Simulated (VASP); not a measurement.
Input:

```yaml
crystal:
  lattice:
    - [1.38300, -4.02650, 0.00000]
    - [1.38300, 4.02650, 0.00000]
    - [-0.11745, 0.00000, 3.32993]
  atoms:
    - { symbol: Ga, position: [0.86813, 0.15716, 0.25983] }
    - { symbol: Ga, position: [0.13187, 0.84284, 0.74016] }
```

The numbers are results of PBEsol GGA, VASP's PBE PAW potentials (set 64) (plane waves; VASP), not measurements. Run with 300 eV cut-off, 8×8×7 Γ-centred mesh, Gaussian smearing of 0.10 eV, potentials Ga_d.

Task: What does the run give for the energy per atom (σ→0), largest force, band gap (on the k-mesh) with the smallest direct gap where there is one?

Result: 
| Property | Value |
|---|---|
| band gap (on the k-mesh) | none (metal, semimetal or under 0.01 eV) |
| energy per atom (σ→0) | -3.297 eV/atom |
| largest force | 0.03017 Ry/bohr |

The absolute energy has meaning only against runs of the same code, potentials and settings.

The structure comes from a measured Ga entry of the Crystallography Open Database, whose conditions weren't checked. The cell was not relaxed at this level, atoms are displaced from their ideal sites. The k-mesh is coarse (spacing up to 0.30 per Å, 2π included), so the numbers may not be converged in it.
